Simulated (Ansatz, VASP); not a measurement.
# Ge in two plane-wave programs, part 3 of 3

One calculation is typed for both programs; each brings its own data sets. How far apart do they land? Of the first pair: The structure shown is frame 50 of Ansatz's trajectory.

VASP 6.6.1 and Ansatz 0.2.0.

So far. Step 3 (VASP: single point, PBEsol, pair 1): The run ends at a pressure of -1.57 GPa, with forces up to 2.8 eV/Å.

## 6. VASP: single point, PBEsol, pair 2

Level of this step: PBEsol; plane waves and PAW (Ge_d) (VASP).

The same cell, functional, mesh and smearing now go to VASP, with its own data sets.

The input, INCAR:

```
SYSTEM = Ge
PREC = Accurate
ENCUT = 410
EDIFF = 1E-06
NELM = 120
ISMEAR = -1
SIGMA = 0.1
LREAL = .FALSE.
ALGO = Normal
GGA = PS
NBANDS = 244
LORBIT = 11
LWAVE = .FALSE.
LCHARG = .FALSE.
ISIF = 2
LASPH = .TRUE.
GGA_COMPAT = .FALSE.
EFERMI = MIDGAP
```

The input, POSCAR:

```
Ge
1.0
    8.9779155195      0.0000000000      0.0000000000
    0.0000000000      8.9779155195      0.0000000000
    0.0000000000      0.0000000000      8.9779155195
Ge
30
Direct
    0.2722078410      0.3600665425      0.7377849553
    0.0700742838      0.5277766303      0.8379526387
    0.1696707879      0.0818163190      0.2652600144
    0.6364663365      0.5150459469      0.0413494646
    0.5526508898      0.6031351028      0.3833033395
    0.6468804465      0.0416823348      0.6545774448
    0.6903250522      0.2790759163      0.3584222856
    0.4393417371      0.8545034739      0.4096464254
    0.6144363898      0.2286615413      0.0537341880
    0.1955781380      0.8153485054      0.7190113324
    0.7780171227      0.7630419316      0.4766460534
    0.5218334913      0.5029041530      0.7519266566
    0.7657114823      0.6809918167      0.7591705430
    0.4229440555      0.3755137808      0.2496281008
    0.4753955404      0.7918430492      0.7710774272
    0.1263295469      0.0712907132      0.5659857223
    0.9593462425      0.4361491252      0.4667434207
    0.4613437263      0.0679501249      0.2081082180
    0.0078605106      0.2909862534      0.9826926418
    0.7073213138      0.3081405694      0.7727773763
    0.9402121218      0.0666905362      0.1463766280
    0.6057681194      0.7870040640      0.0990244337
    0.9129034443      0.9385370114      0.7420220190
    0.9956821247      0.2689664427      0.7083941686
    0.4905361373      0.3528147478      0.5395646673
    0.3843697340      0.0693806930      0.6930108650
    0.7328416029      0.0111871715      0.3527605036
    0.1177521083      0.0251163513      0.9103374812
    0.7898159639      0.5552154049      0.2641473953
    0.1442673410      0.3515415124      0.1947526679
```

The input, KPOINTS:

```
Automatic mesh
0
Gamma
1 1 1
0 0 0
```

The projector-augmented-wave data sets are Ge_d (PBE family, release 64).

Run with:

```console
$ mpirun -np 4 vasp_gam
```

Numbers of over 12 decimals in the logs are rounded to 6 here.

The log of the run:

```text
[banner, memory and clock lines left out]
running    4 mpi-ranks, on    1 nodes
[...]
[... a notice as in an earlier step ...]

 [... a notice as in an earlier step ...]

 LDA part: xc-table for (Slater+PW92), standard interpolation
 POSCAR, INCAR and KPOINTS ok, starting setup
[...]
entering main loop
       N       E                     dE             d eps       ncg     rms          rms(c)
DAV:   1     0.751490128725E+04    0.75149E+04   -0.15798E+05   520   0.479E+03
DAV:   2     0.169096094005E+04   -0.58239E+04   -0.56447E+04   488   0.108E+03
DAV:   3     0.174549965634E+03   -0.15164E+04   -0.14599E+04   496   0.295E+02
DAV:   4    -0.112817519716E+03   -0.28737E+03   -0.26572E+03   560   0.124E+02
[...]
DAV:  17    -0.137467330587E+03   -0.86385E-05   -0.62730E-05   584   0.558E-02    0.271E-03
DAV:  18    -0.137467332747E+03   -0.21601E-05   -0.15149E-05   480   0.296E-02    0.152E-03
DAV:  19    -0.137467333345E+03   -0.59753E-06   -0.38200E-06   392   0.197E-02
   1 F= -.13746733E+03 E0= -.13730746E+03  d E =-.319744E+00
```

OUTCAR, selected parts (step 6):

```text
  Total        4.5969810     -1.7456656     -2.5485370     -2.7234472      3.3371127      7.2720795
  in kB       10.1778664     -3.8649607     -5.6425443     -6.0298014      7.3884768     16.1006221
  external PRESSURE =       0.2234538 kB  Pullay stress =       0.0000000 kB

 POSITION                                       TOTAL-FORCE (eV/Angst)
 -----------------------------------------------------------------------------------
      2.44386      3.23265      6.62377         0.585315     -0.682817      0.509560
      0.62912      4.73833      7.52307        -0.372110      0.639912     -1.656891
      1.52329      0.73454      2.38148         1.194378     -0.068080      0.768278
      5.71414      4.62404      0.37123        -0.826568     -0.230496     -0.120646
      4.96165      5.41490      3.44127        -0.624757      0.541797     -0.278331
      5.80764      0.37422      5.87674         0.463579     -0.533518      0.540998
      6.19768      2.50552      3.21789         1.285557      0.676642      0.031256
      3.94437      7.67166      3.67777         0.737191      0.484919      0.599894
      5.51636      2.05290      0.48242         1.173202     -0.199055     -0.389260
      1.75588      7.32013      6.45522        -0.344217     -0.032946      0.108274
      6.98497      6.85053      4.27929        -0.337932     -0.563540     -0.246072
      4.68498      4.51503      6.75073        -0.283021      1.734974      0.918490
      6.87449      6.11389      6.81577         0.232813     -0.171832      0.093901
      3.79716      3.37133      2.24114        -0.086603      0.516051     -0.549638
[...]
-----------------------------------------------------------------------------------
    total drift:                                0.010023     -0.010279     -0.005806

  FREE ENERGIE OF THE ION-ELECTRON SYSTEM (eV)
  ---------------------------------------------------
  free  energy   TOTEN  =      -137.4673333447 eV

  energy  without entropy=     -137.1475898349  energy(sigma->0) =     -137.30746159

[... 2 parts as in an earlier step ...]

[... 1 further part left out ...]
[key lines of the parts left out:]
E-fermi :   3.9808
```

The run ends at a pressure of 0.02 GPa, with forces up to 2.6 eV/Å.

## 7. Differences

Forces on 9 of the 30 atoms, those with the largest forces and the largest differences (eV/Å; atoms numbered as in POSCAR):

```tsv
atom	Ansatz x, y, z	VASP x, y, z
Ge2	-0.372, 0.658, -1.657	-0.372, 0.640, -1.657
Ge12	-0.282, 1.731, 0.921	-0.283, 1.735, 0.918
Ge14	-0.077, 0.514, -0.557	-0.087, 0.516, -0.550
Ge15	1.559, 0.174, -0.207	1.550, 0.167, -0.207
Ge21	-1.535, -0.447, 0.158	-1.532, -0.449, 0.159
Ge25	0.165, -1.501, -0.630	0.164, -1.497, -0.637
Ge26	-0.997, 1.435, 0.654	-0.999, 1.433, 0.651
Ge29	1.192, -0.545, 0.171	1.200, -0.544, 0.181
Ge30	-0.352, 0.529, 2.517	-0.343, 0.523, 2.518
```

The forces differ by 5.0 meV/Å r.m.s., which is 0.7 % of the r.m.s. force of 0.729 eV/Å (both taken over all components).

## 8. Ansatz: dynamics, PBEsol

One frame of this run of dynamics is then solved in both programs, so the motion causes no difference.

The structure compared here is frame 150 of Ansatz's trajectory.

The input, input.yaml:

```yaml
crystal:
  lattice:
    - [8.9779155195, 0.0, 0.0]
    - [0.0, 8.9779155195, 0.0]
    - [0.0, 0.0, 8.9779155195]
  atoms:
    - { symbol: Ge, position: [0.2120126434, 0.3184423889, 0.7953705963] }
    - { symbol: Ge, position: [0.0282539295, 0.5481056123, 0.755421027] }
    - { symbol: Ge, position: [0.136463499, 0.0870820041, 0.2812164615] }
    - { symbol: Ge, position: [0.592957432, 0.4716378584, 0.0454592307] }
    - { symbol: Ge, position: [0.5006470355, 0.5999097078, 0.3834400382] }
    - { symbol: Ge, position: [0.6343998138, 0.9777659653, 0.7119341866] }
    - { symbol: Ge, position: [0.6054744914, 0.243495536, 0.3973903879] }
    - { symbol: Ge, position: [0.4361757137, 0.8289032323, 0.5451175766] }
    - { symbol: Ge, position: [0.6202794695, 0.1745907296, 0.0768894151] }
    - { symbol: Ge, position: [0.1836711737, 0.8273871011, 0.7171170659] }
    - { symbol: Ge, position: [0.7565854377, 0.6789803572, 0.4360825969] }
    - { symbol: Ge, position: [0.5606183491, 0.5232011038, 0.7228913424] }
    - { symbol: Ge, position: [0.7795868486, 0.7032051749, 0.7542613052] }
    - { symbol: Ge, position: [0.404892908, 0.3789892889, 0.2323547306] }
    - { symbol: Ge, position: [0.4956043431, 0.7806405128, 0.84572388] }
    - { symbol: Ge, position: [0.1653707723, 0.1054490287, 0.5907797947] }
    - { symbol: Ge, position: [-0.010507818, 0.4142271785, 0.498988895] }
    - { symbol: Ge, position: [0.42416597, 1.0436517667, 0.2213585963] }
    - { symbol: Ge, position: [-0.018009622, 0.38165661, -0.0131838358] }
    - { symbol: Ge, position: [0.6390503608, 0.247876133, 0.7965925249] }
    - { symbol: Ge, position: [0.8584013123, 0.082497566, 0.2121910427] }
    - { symbol: Ge, position: [0.5519868234, 0.7646301684, 0.1525103083] }
    - { symbol: Ge, position: [0.9396761546, 0.9544318015, 0.7593876757] }
    - { symbol: Ge, position: [0.9207440381, 0.2528584754, 0.7238193163] }
    - { symbol: Ge, position: [0.4278847604, 0.2848302042, 0.621378792] }
    - { symbol: Ge, position: [0.3442415406, 0.0554647804, 0.8317268317] }
    - { symbol: Ge, position: [0.655081786, 0.9526866098, 0.3807576396] }
    - { symbol: Ge, position: [1.0881455272, 1.0690172916, 0.9941501907] }
    - { symbol: Ge, position: [0.8078337671, 0.3909553346, 0.2596155549] }
    - { symbol: Ge, position: [0.112053343, 0.3692267963, 0.2418018981] }
kpoints:
  mp_grid: { grid: [1, 1, 1] }
scf:
  occupations: { method: fermi_dirac, width: 0.1 }
  n_extra_bands: 21
hamiltonian:
  xc: pbesol
  pseudopotentials: { kind: paw }
output:
  forces: true
basis:
  ecutwfc: 320
md:
  timestep: 2.5
  n_steps: 150
  ensemble: nvt_langevin
  temperature: 2200
  seed: 0
```

Run with:

```console
$ ansatz run input.yaml --threads 4 --pin off --max-ram 20480MiB --backend cpu --events-out ev --progress --plain --runs-dir out
```

The log of the run:

```text
[...]
Crystal: 30 atoms, lattice volume = 723.647 Å³
Basis set: ecut = 320 eV, 9435 PW (Γ), exchange–correlation on 108×108×108 points (8 copies of the dense FFT grid, shifted against one another)
Bands: 231, of which v1, the nominal top of the filled ones, is band 210 counted from 1 (209 counted from 0)
Symmetry: 1 space group operations
k-points: 1
[...]
SCF iter   1: F=—  HF=-127600.797234 eV  |F-HF|=—  |Δ(HF+E_count)|=         —  Δρ=7.96e-3  dr2=1.37e0  ethr=1.77e-3  ⟨swp⟩=5.0  Hψ=774  notcnv=0
[...]
md step    79: t =   197.50 fs  T =  1853.0 K  F+E_penalty+E_count = -127593.75468204 eV  E_kin = 7.185628 eV  (6 SCF iters)
[...]
md step    80: t =   200.00 fs  T =  1873.0 K  F+E_penalty+E_count = -127593.56427199 eV  E_kin = 7.263180 eV  (7 SCF iters)
[...]
md step    83: t =   207.50 fs  T =  1608.6 K  F+E_penalty+E_count = -127593.12217544 eV  E_kin = 6.237942 eV  (5 SCF iters)
[...]
md step    86: t =   215.00 fs  T =  1680.9 K  F+E_penalty+E_count = -127592.93372048 eV  E_kin = 6.518078 eV  (6 SCF iters)
[...]
```

## 9. VASP: single point, PBEsol, pair 3

The same cell, functional, mesh and smearing now go to VASP, with its own data sets.

INCAR is that of step 6.

The input, POSCAR:

```
Ge
1.0
    8.9779155195      0.0000000000      0.0000000000
    0.0000000000      8.9779155195      0.0000000000
    0.0000000000      0.0000000000      8.9779155195
Ge
30
Direct
    0.2455463070      0.4237501446      0.8460956202
    0.0280364634      0.6000530957      0.7555426407
    0.1603990366      0.0976800236      0.2531437275
    0.6307576617      0.4942098186      0.0612031823
    0.5296221589      0.6040354232      0.3616751564
    0.6510686125      0.0392227438      0.6477577103
    0.7178626248      0.2988978894      0.3193312516
    0.4909249804      0.9278348612      0.4555679981
    0.7717498550      0.2282966459      0.0213913797
    0.1978656400      0.8447397376      0.7321616010
    0.7606747897      0.7881424129      0.5082990578
    0.5460705204      0.4850806393      0.7785945395
    0.7740569607      0.6545146239      0.8358837843
    0.4632064081      0.3107801576      0.2427311769
    0.5254913560      0.8296416895      0.7399289942
    0.1233542460      0.0689617761      0.5382318412
    0.9723616245      0.3894973162      0.3716117614
    0.4396316708      0.0287773348      0.1558586731
    0.0130382158      0.3483475639      0.9817071123
    0.7061430893      0.2872772632      0.7750510667
    0.8660228516      0.9632232004      0.0481715382
    0.6038135454      0.8125701321      0.0589712611
    0.8937909900      0.8978627592      0.7282798536
    0.0559155941      0.3149952786      0.6809709878
    0.4980473463      0.2847482798      0.5308809144
    0.3541786502      0.1544579025      0.7441538056
    0.7108171141      0.0384568645      0.2956930252
    0.1255109249      0.1011982657      0.8594980631
    0.8260974370      0.6161514873      0.3237741538
    0.1848227460      0.3854122923      0.1846114498
```

KPOINTS is that of step 6.

Run with:

```console
$ mpirun -np 4 vasp_gam
```

The log of the run:

```text
[... set-up lines as in an earlier step ...]
 entering main loop
       N       E                     dE             d eps       ncg     rms          rms(c)
DAV:   1     0.757966956690E+04    0.75797E+04   -0.15810E+05   512   0.479E+03
DAV:   2     0.171602811253E+04   -0.58636E+04   -0.56655E+04   488   0.112E+03
DAV:   3     0.181043100473E+03   -0.15350E+04   -0.14673E+04   496   0.300E+02
DAV:   4    -0.112825936466E+03   -0.29387E+03   -0.27295E+03   576   0.127E+02
[...]
DAV:  17    -0.136923171839E+03   -0.58983E-05   -0.40272E-05   552   0.671E-02    0.269E-03
DAV:  18    -0.136923175396E+03   -0.35569E-05   -0.24166E-05   584   0.255E-02    0.151E-03
DAV:  19    -0.136923176368E+03   -0.97224E-06   -0.77374E-06   448   0.209E-02
   1 F= -.13692318E+03 E0= -.13674707E+03  d E =-.352220E+00
```

Parts of OUTCAR (step 9):

```text
  Total        4.4372766     -3.8935780      2.8626765     -2.3740405      2.9035184      1.0966343
  in kB        9.8242758     -8.6205092      6.3380596     -5.2562034      6.4284848      2.4279843
  external PRESSURE =       2.5139420 kB  Pullay stress =       0.0000000 kB

 POSITION                                       TOTAL-FORCE (eV/Angst)
 -----------------------------------------------------------------------------------
      2.20449      3.80439      7.59617         1.351759      0.711744     -0.480635
      0.25171      5.38723      6.78320         1.228788     -0.493035      0.170117
      1.44005      0.87696      2.27270        -0.301336      0.136440      0.043313
      5.66289      4.43697      0.54948         0.167401      0.176076      0.585005
      4.75490      5.42298      3.24709         0.744488      0.325562     -0.125099
      5.84524      0.35214      5.81551         0.705728      1.975941      1.688159
      6.44491      2.68348      2.86693         1.773969      1.149487      0.589169
      4.40748      8.33002      4.09005        -0.745775     -0.986311     -1.576046
      6.92871      2.04963      0.19205        -0.694478     -0.265756      1.374094
      1.77642      7.58400      6.57329         0.198646      0.237399      0.056934
      6.82927      7.07588      4.56347        -0.616414     -0.130697      0.078743
      4.90257      4.35501      6.99016        -1.389600      1.564248     -1.279981
      6.94942      5.87618      7.50449        -1.099794      0.153336     -0.720384
      4.15863      2.79016      2.17922        -1.395818      0.368753     -0.296558
[...]
-----------------------------------------------------------------------------------
    total drift:                                0.009254      0.004537      0.005449

  FREE ENERGIE OF THE ION-ELECTRON SYSTEM (eV)
  ---------------------------------------------------
  free  energy   TOTEN  =      -136.9231763684 eV

  energy  without entropy=     -136.5709561784  energy(sigma->0) =     -136.74706627

[... 2 parts as in an earlier step ...]

[... 1 further part left out ...]
[key lines of the parts left out:]
E-fermi :   3.9385
```

The gap is under twice the smearing width, so the edge states are partly filled and the run can't tell a small gap from a semimetal.

## 10. Comparison

Forces on 9 of the 30 atoms, those with the largest forces and the largest differences (eV/Å; atoms numbered as in POSCAR):

```tsv
atom	Ansatz x, y, z	VASP x, y, z
Ge6	0.699, 1.968, 1.676	0.706, 1.976, 1.688
Ge10	0.212, 0.240, 0.052	0.199, 0.237, 0.057
Ge12	-1.399, 1.569, -1.284	-1.390, 1.564, -1.280
Ge15	-0.911, -1.521, 1.379	-0.911, -1.517, 1.383
Ge20	1.216, -1.279, -1.447	1.216, -1.287, -1.450
Ge23	0.429, 0.787, 0.622	0.411, 0.785, 0.611
Ge26	1.935, 0.289, -1.069	1.942, 0.296, -1.075
Ge27	-0.076, -2.187, -0.494	-0.081, -2.184, -0.496
Ge28	-1.925, -1.000, 0.676	-1.923, -1.004, 0.678
```

The forces differ by 6.0 meV/Å r.m.s., which is 0.7 % of the r.m.s. force of 0.904 eV/Å (both taken over all components).

## 11. Outcome

| Property | Result |
| --- | --- |
| r.m.s. force difference (single point, PBEsol, pair 1) | 0.70 % of the r.m.s. force |
| r.m.s. force difference (single point, PBEsol, pair 2) | 0.69 % of the r.m.s. force |
| r.m.s. force difference (single point, PBEsol, pair 3) | 0.66 % of the r.m.s. force |

What this shows: The r.m.s. force difference is 0.70 % of the r.m.s. force (single point, PBEsol, pair 1), within the 3 % picked in this series as the mark of a large difference. 6 further runs of this series are not shown here. Such differences can come from data sets, numerical settings and the points named under the comparisons, not from the functional's error against experiment.

[Lines on the potential files, build, host, timing and source positions are cut from VASP's logs without a mark.]

[Logs are printed without paths, hosts, clocks, repeated set-up lines and the standing remarks that a program may print on its own settings, such as how far it seeks lower states.]

[Hosts, paths, dates, database ids (printed as entryN), source tags and the programs' standing remarks are cut or masked in the printed files.]
